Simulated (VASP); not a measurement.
Input:

```
SrVO3
1.0
    3.86848     0.00000     0.00000
    0.00000     3.86848     0.00000
    0.00000     0.00000     3.86848
Sr V O
1 1 3
Direct
  0.00000   0.00000   0.00000
  0.50000   0.50000   0.50000
  0.50000   0.00000   0.50000
  0.00000   0.50000   0.50000
  0.50000   0.50000   0.00000
```

The numbers are results of SCAN meta-GGA, VASP's PBE PAW potentials (set 64) (plane waves; VASP), not measurements. Numerical set-up: 520 eV cut-off, 8×8×8 Γ-centred mesh, first-order Methfessel-Paxton smearing of 0.10 eV, potentials Sr_sv V_sv O.

Task: What does the run give for the energy per atom (σ→0), pressure, band gap (on the k-mesh) with the smallest direct gap where there is one?

Result: 
| Item | Result |
|---|---|
| band gap (on the k-mesh) | none (metal, semimetal or under 0.01 eV) |
| energy per atom (σ→0) | -14.739 eV/atom |
| pressure | -6.02 GPa |

The absolute energy has meaning only against runs of the same code, potentials and settings.

The compound is SrVO3 in the cubic perovskite structure. This cell is one point of a volume scan, at 1.03 of the reference volume. The run is not spin-polarised, so no magnetic state was tried. The electron count is odd and the run is not spin-polarised, which forces a metal.
